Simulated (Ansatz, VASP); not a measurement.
## TiBr in VASP and in Ansatz

The input INCAR:

```
SYSTEM = TiBr
  PREC = Accurate
  ENCUT = 600
  EDIFF = 1E-7
  ISMEAR = 0
  SIGMA = 0.1
  LREAL = .FALSE.
  LASPH = .TRUE.
  NELM = 100
  ALGO = Normal
  ISIF = 3
  LWAVE = .FALSE.
  LCHARG = .FALSE.
  GGA = PE
  IBRION = 2
  NSW = 100
  EDIFFG = -0.01
```

Contents of KPOINTS:

```
regular mesh
0
G
  18 18 18
  0 0 0
```

Contents of POSCAR:

```
TiBr
1.0
    3.2647816362      0.0000000000      0.0000000000
    0.0000000000      3.2647816362      0.0000000000
    0.0000000000      0.0000000000      3.2647816362
Ti Br
1 1
Direct
    0.0000000000      0.0000000000      0.0000000000
    0.5000000000      0.5000000000      0.5000000000
```

Input for Ansatz:

```yaml
crystal:
  lattice:
    - [3.2647816362, 0.0, 0.0]
    - [0.0, 3.2647816362, 0.0]
    - [0.0, 0.0, 3.2647816362]
  atoms:
    - { symbol: Ti, position: [0.0, 0.0, 0.0] }
    - { symbol: Br, position: [0.5, 0.5, 0.5] }
basis:
  ecutwfc: 420
kpoints:
  mp_grid: { grid: [18, 18, 18] }
hamiltonian:
  xc: pbe
scf:
  occupations: { method: gaussian, width: 0.1 }
output:
  forces: true
  stress: true
  eigenvalues: true
  write_density: true
  write_potential: true
  elf: true
  volumetric_format: npy
relax:
  adjacent_minimum: "off"
  f_tol: 0.01
  max_steps: 80
  cell: { stress_tol: 0.05 }
```

Change from the starting cell: species swapped into the YbAg type (Pm-3m, No. 221).

Alike in both runs: task relaxation of cell and atoms; functional PBE; k mesh 18 × 18 × 18; occupations gaussian, width 0.1 eV; no spin polarisation.

```csv
,VASP,Ansatz
version,VASP 6.6.1,Ansatz 0.2.0
potentials or method,"VASP PAW PBE potentials, release 64 (Ti_sv, Br)","scalar-relativistic, plane waves, PAW"
plane-wave cutoff (eV),600,420
valence electrons in the cell,19,19
```

Ansatz gave:

| Item | Value |
| --- | --- |
| gap on the k mesh at the Fermi level, each at its own relaxed structure (eV) | none |
| relaxed volume (Å³/atom) | 17.46 |
| relaxed cell length with the largest relative difference (Å) | 3.268 |

Q: Estimate VASP's values.

A: gap on the k mesh at the Fermi level, each at its own relaxed structure (eV): none; relaxed volume (Å³/atom): 17.49; relaxed cell length with the largest relative difference (Å): 3.270.

A gap of «none» marks a metal or a gap that the smearing closes.

Caveats: an odd number of electrons without spin polarisation forces a metal; a magnetic or distorted state may lie lower; semilocal functionals often make such compounds metallic where correlation or magnetic order opens a gap, which also shifts bond lengths.
